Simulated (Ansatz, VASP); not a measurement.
ScB2 in VASP and in Ansatz

```
Sc B
1.0
     3.17086    0.00000    0.00000
    -1.58543    2.74605    0.00000
     0.00000    0.00000    3.54331
Sc B
1 2
Direct
  0.00000 0.00000 0.00000
  0.33333 0.66667 0.50000
  0.66667 0.33333 0.50000
```

Change from the starting cell: volume scaled by 1.02.

Alike in both runs: task single point; functional PBEsol; k mesh 12 × 12 × 9; occupations fermi-dirac, width 0.03 eV; no spin polarisation.

|  | VASP | Ansatz |
| --- | --- | --- |
| version | VASP 6.6.1 | Ansatz 0.2.0 |
| potentials or method | VASP PAW PBE potentials, release 64 (Sc_sv, B), cutoff 520 eV | all-electron LAPW, scalar-relativistic |

Ansatz gave:

- pressure (GPa): -8.3
- largest component of the traceless stress (GPa): 0.55

Q: Estimate VASP's values.

A: Pressure (GPa): -7.9; largest component of the traceless stress (GPa): 0.58.

Ansatz ran all-electron here, so the differences hold the error of VASP's frozen core and of both bases.

Caveats: the PAW data sets were made with another functional, which shifts forces and pressure a little (VASP).
